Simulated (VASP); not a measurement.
Here is the system:

```
CELL_PARAMETERS angstrom
      0.00000     3.70500     3.70500
      3.70500     0.00000     3.70500
      3.70500     3.70500     0.00000
ATOMIC_POSITIONS crystal
  K  0.25000 0.25000 0.25000
  K  0.75000 0.75000 0.75000
  S  0.00000 0.00000 0.00000
```
Cell charge +0.02.

Calculation: PBE GGA, VASP's PBE PAW potentials (set 64) (plane waves; VASP 6.6.1). Settings: NELECT = 23.98, 400 eV cut-off, 5×5×5 Γ-centred mesh, Gaussian smearing of 0.050 eV, potentials K_sv S.

The cell is charged, with a uniform compensating background.

Question: What does the run give for the energy per atom (σ→0), band gap (on the k-mesh) with the smallest direct gap where there is one?

Answer: 
```yaml
band gap (on the k-mesh): none (metal, semimetal or under 0.01 eV)
energy per atom (σ→0): -302.7 kJ/mol of atoms
```

The absolute energy has meaning only against runs of the same code, potentials and settings.

The compound is K2S in the antifluorite structure. The cell was not relaxed at this level. The run is one of a series of settings (NELECT = 23.98 against the base run), some of them coarse on purpose.
